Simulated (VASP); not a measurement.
```yaml
crystal:
  lattice:
    - [1.23000, -2.13042, 0.00000]
    - [1.23000, 2.13042, 0.00000]
    - [0.00000, 0.00000, 8.05200]
  atoms:
    - { symbol: C, position: [0.00000, 0.00000, 0.25000] }
    - { symbol: C, position: [0.00000, 0.00000, 0.75000] }
    - { symbol: C, position: [0.33333, 0.66667, 0.25000] }
    - { symbol: C, position: [0.66667, 0.33333, 0.75000] }
```

Level of theory: PBE GGA, VASP's PBE PAW potentials (set 64) (plane waves; VASP). Settings: PREC = Normal, 500 eV cut-off, 6×6×2 Γ-centred mesh, Fermi-Dirac smearing of 0.10 eV, potentials C_GW_new.

Q: Give the stress tensor in GPa (positive for a compressed cell).

A: 
```
 3.58   0.00   0.00
 0.00   3.58   0.00
 0.00   0.00  -0.22
```
The pressure is its mean diagonal, 2.31 GPa.

The compound is C in the graphite structure. This cell is one point of a volume scan, at 1.2 of the reference volume. The k-mesh is coarse (spacing up to 0.49 per Å, 2π included), so the numbers may not be converged in it.
